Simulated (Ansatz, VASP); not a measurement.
# Cross-check of Te (Tellurium) between VASP and Ansatz, part 2 of 2

Wanted: the spread between two codes on one cell, functional and k mesh. The cell is taken from a series of runs on this material, whose earlier steps may have relaxed, scaled, displaced or heated it; both programs get it as it stands.

VASP 6.6.1 and Ansatz 0.2.0.

So far: The starting structure; VASP: zone-centre phonons, LDA.

**3. Ansatz: zone-centre phonons, LDA**

Level of this step: Ansatz beside VASP: Kohn-Sham DFT, plane waves, LDA (Ansatz).

Ansatz runs on norm-conserving files, of PseudoDojo where its log says so.

The same cell, functional (in two slightly different forms), mesh and smearing now go to Ansatz, which takes its cutoff from its data sets.

Input file input.yaml:

```yaml
crystal:
  lattice:
    - [4.2630672776, 0.0, 0.0]
    - [-2.1315336377, 3.6919245611, 0.0]
    - [0.0, 0.0, 5.9174602988]
  atoms:
    - { symbol: Te, position: [0.292336488, 0.0, 0.3333333333] }
    - { symbol: Te, position: [0.0, 0.292336488, 0.6666666667] }
    - { symbol: Te, position: [0.707663512, 0.707663512, 0.0] }
kpoints:
  mp_grid: { grid: [10, 10, 6] }
hamiltonian:
  xc: lda
  pseudopotentials: { kind: nc, accuracy: standard }
scf:
  occupations: { method: gaussian, width: 0.02721 }
output:
  eigenvalues: true
phonons:
  method: dfpt
```

Launch:

```console
> ansatz run input.yaml --threads 8 --pin off --max-ram 16384MiB --backend cpu --events-out ev --progress --plain --runs-dir out
```

The log of the run:

```text
zone centre: on kpoints.mp_grid the ground state, and the responses unless they are solved on pairs of k-points, stand on 172 of the mesh's 600 k-points, reduced under 2 symmetry operations, with k and −k counted as one. Each operation leaves every solved displacement unchanged or reverses it
Engine: ansatz 0.2.0, x86_64-unknown-linux-gnu
Pseudopotentials: kind: nc
Pseudopotential: Te, nc, valence charge 16, recommended cutoff 1120 eV (normal), Te.nc.azcp (PseudoDojo's, or run here from an input of PseudoDojo's; its table is named by hamiltonian.pseudopotentials.accuracy)
Functional definition: SPW92
  exchange = slater_x
  correlation = pw_c
Crystal: 3 atoms, lattice volume = 93.134 Å³
Basis set: ecut = 1120 eV, 7935 PW (Γ), exchange–correlation on 96×96×144 points (8 copies of the dense FFT grid, shifted against one another)
Bands: 29, of which v1, the nominal top of the filled ones, is band 24 counted from 1 (23 counted from 0)
Symmetry: 6 space group operations
k-points: 172 of 600 (irreducible under 2 space group operations, time reversal used)
Non-local potential: Te, projectors of the file, l = 0: 3, l = 1: 2, l = 2: 2, l = 3: 2
Initial density: superposition of atomic densities (chi_scale 0.1, normalization cell)
Initial wavefunctions: pseudopotential atomic-orbital guess
Functional: x = slater, c = lda
SCF iter   1: F=—  HF=-8535.699740 eV  |F-HF|=—  |Δ(HF+E_count)|=         —  Δρ=1.38e-2  dr2=1.30e-1  ethr=3.10e-3  ⟨swp⟩=7.7  Hψ=22759  notcnv=0
preconditioner: auto → Resta (q_TF=auto, 2.443 Å⁻¹)  ε∞=4.4  [insulator: Δε(μ)=0.224 eV  Ē_g=8.792 eV  σ=0.027 eV  W_gap=1.00  n_scr=22 (ndim 8)  ℏωp=16.3 eV  f_vac=0.001  D(μ)=0.00/eV (n_scr^D=0)  ε∞_Penn≈4.4]
SCF iter   2: F=—  HF=-8535.682129 eV  |F-HF|=—  |Δ(HF+E_count)|=   1.76e-2  Δρ=7.82e-3  dr2=4.03e-2  ethr=2.71e-4  ⟨swp⟩=1.9  Hψ=6713  notcnv=0  defer=52
SCF iter   3: F=—  HF=-8535.675645 eV  |F-HF|=—  |Δ(HF+E_count)|=   6.48e-3  Δρ=1.15e-3  dr2=7.99e-4  ethr=8.40e-5  ⟨swp⟩=3.2  Hψ=7726  notcnv=0  defer=171
SCF iter   4: F=—  HF=-8535.675586 eV  |F-HF|=—  |Δ(HF+E_count)|=   5.89e-5  Δρ=3.02e-4  dr2=8.75e-5  ethr=1.67e-6  ⟨swp⟩=2.0  Hψ=7378  notcnv=0  defer=171
SCF iter   5: F=—  HF=-8535.675588 eV  |F-HF|=—  |Δ(HF+E_count)|=   1.56e-6  Δρ=7.21e-5  dr2=4.40e-6  ethr=1.82e-7  ⟨swp⟩=3.0  Hψ=9161  notcnv=0  defer=171
SCF iter   6: F=—  HF=-8535.675853 eV  |F-HF|=—  |Δ(HF+E_count)|=   2.65e-4  Δρ=2.33e-5  dr2=3.03e-7  ethr=9.17e-9  ⟨swp⟩=2.0  Hψ=7466  notcnv=0  defer=171
SCF iter   7: F=—  HF=-8535.675852 eV  |F-HF|=—  |Δ(HF+E_count)|=   3.43e-8  Δρ=3.86e-6  dr2=8.42e-9  ethr=6.31e-10  ⟨swp⟩=2.1  Hψ=8659  notcnv=0  defer=171
SCF iter   8: F=—  HF=-8535.675852 eV  |F-HF|=—  |Δ(HF+E_count)|=  2.04e-10  Δρ=3.75e-7  dr2=1.09e-10  ethr=1.75e-11  ⟨swp⟩=2.0  Hψ=8894  notcnv=0  defer=171
SCF iter   9: F=-8535.675852 eV  HF=-8535.675852 eV  |F-HF|=5.46e-12  |Δ(HF+E_count)|=  5.28e-11  Δρ=9.70e-8  dr2=5.45e-12  ethr=1.00e-12  ⟨swp⟩=12.2  Hψ=27622  notcnv=0
SCF 1 converged in 9 iterations: F = -8535.675852 eV  dr2 = 5.45e-12
DFPT response loops at Γ: preconditioner auto → Resta (q_TF=auto, 2.443 Å⁻¹)  ε∞=17.7 (no band partly filled); β = 1.00, the filter's whole step (`scf.mixing.beta` (0.50) is not read by the response loops at its default; to damp them type it under 1.00, their step now; it binds the ground state too); Broyden in place of MSR1
SCF converged after 9 iterations
Free energy (F): -8535.675852 eV
Harris-Foulkes:  -8535.675852 eV  (|F-HF|=5.46e-12)
Internal energy: -8535.675852 eV  (E = F + TS)
E sigma→0 (E₀):  -8535.675852 eV
Fermi energy:    10.210749 eV
--- Per-component energies (eV) ---
  E_band       = -736.038234
  E_kinetic    = 4636.456286
  E_local      = -5928.047816  (includes V_loc(G=0)·N_el)
  E_nonlocal   = -2358.828646
  E_hartree    = 2070.678009
  E_xc         = -1975.231889
  E_vxc        = -1226.974187  (∫ρ·V_xc dr)
  E_ewald      = -4980.701796
  E_smearing   = -0.000000  (= −TS)
  E_closure    = 0.000000  (closes the sum)
  Σ components = -8535.675852   (vs F -8535.675852, Δ=0.00e0)
--- Band table (eV; the first three rows and the last of 172) ---
  k-point 0: bands = [... 20 lower, 7.6354, 8.3227, 8.3227, 8.8646, 11.2129, 11.2129, 11.8793, 15.0536, ... 1 higher]
  k-point 1: bands = [... 20 lower, 7.7007, 8.4611, 8.6805, 8.9385, 10.9543, 10.9968, 11.5793, 14.3944, ... 1 higher]
  k-point 2: bands = [... 20 lower, 7.5946, 8.7788, 9.1516, 9.1905, 10.4807, 10.5529, 10.9461, 13.9566, ... 1 higher]
  k-point 171: bands = [... 20 lower, 6.2675, 6.6546, 7.5695, 9.1004, 11.3661, 12.6018, 13.5588, 14.1661, ... 1 higher]
--- Phonons (Γ-DFPT): 3 representative perturbations + reference, on 172 of 600 k-points (Σ response iterations 12) ---
  k mesh reduced under 2 symmetry operations, with k and −k counted as one. Each operation leaves every solved displacement unchanged or reverses it
  ASR residual: 1.846e-4 → 0.000e0 eV/Å²; symmetrization residual: 7.442e-5 eV/Å²
  ASR residual per site (eV/Å²): 1.85e-4 1.63e-4 1.63e-4
  Γ frequencies (cm⁻¹): 0.00 0.00 0.00 75.91 75.91 86.99 88.47 121.70 121.70
  non-analytic LO–TO correction: not included (Born effective charges unavailable; polar crystals: no LO–TO splitting at Γ)
```

The column dr2 measures how far the density is from self-consistency, as an energy; F and HF (Harris–Foulkes) agree once it is small.

**4. Differences**

Known differences besides the potentials themselves: the two LDA forms differ slightly; the data sets hold 48 valence electrons in Ansatz (on norm-conserving files, of PseudoDojo where its log says so) and 18 in VASP; the cutoff is 1120 eV in Ansatz and 500 eV in VASP; VASP's log shows a relativistic correction to its local exchange, Ansatz's none. Total energies have different zeros and are not compared.

Both answers:

```
                  quantity  Ansatz   VASP  difference
optical mode 1 to 2 (cm⁻¹)    75.9   77.4     -1.95 %
     optical mode 3 (cm⁻¹)    87.0   88.3     -1.49 %
     optical mode 4 (cm⁻¹)    88.5   90.1     -1.78 %
optical mode 5 to 6 (cm⁻¹)   121.7  123.0     -1.07 %
```

Modes are paired by rising frequency, not by their patterns, so a pair may set unlike modes beside each other; they are those without the splitting of longitudinal modes.

**5. Outcome**

| Quantity | Value |
| --- | --- |
| r.m.s. difference of the optical zone-centre modes, each program's sorted by frequency (zone-centre phonons, LDA) | 1.4 cm⁻¹ |
| difference in optical mode 1 to 2 (zone-centre phonons, LDA) | -2.0 % |

In words: The r.m.s. difference of the optical zone-centre modes, each program's sorted by frequency is 1.4 cm⁻¹ (zone-centre phonons, LDA). The data sets hold unlike numbers of valence electrons (48 in Ansatz and 18 in VASP), so part of the differences comes from the potentials. Among the rows given in per cent, the largest difference of the zone-centre phonons, LDA pair is in optical mode 1 to 2, -2.0 %. Such differences can come from data sets, numerical settings and the points named under the comparisons, not from the functional's error against experiment.

[Lines on the potential files, build, host, timing and source positions are cut from VASP's logs without a mark.]

[Logs are printed without paths, hosts, clocks, repeated set-up lines and the standing remarks that a program may print on its own settings, such as how far it seeks lower states.]

[Hosts, paths, dates, database ids (printed as entryN), source tags and the programs' standing remarks are cut or masked in the printed files.]
